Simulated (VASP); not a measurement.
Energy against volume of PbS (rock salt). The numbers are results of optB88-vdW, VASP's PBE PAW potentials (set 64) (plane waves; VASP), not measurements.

```csv
V (Å³/atom),E (eV/atom)
25.244,-2.04900
26.049,-2.06407
26.855,-2.06912
27.661,-2.06565
28.466,-2.05490
```

Task: Fit a third-order Birch-Murnaghan equation of state.

Result: 
```json
{
 "volume_per_atom": "26.91 Å³/atom",
 "bulk_modulus": "55.9 GPa",
 "pressure_derivative_of_the_bulk_modulus": "4.31",
 "lattice_constant_a": "5.993 Å"
}
```

Measured: a 5.914 Å at 120 K (computed value off by +1.3 %), as given by Noda, Masumoto, Ohba, Saito, Toriumi, Iwata, Shibuya, Acta Cryst. C 43, 1443 (1987), by a structure database's card. The calculation is for a static lattice, while the measured a holds thermal and zero-point effects, which are part of the difference.

The compound is PbS in the rock salt structure. It was relaxed first.
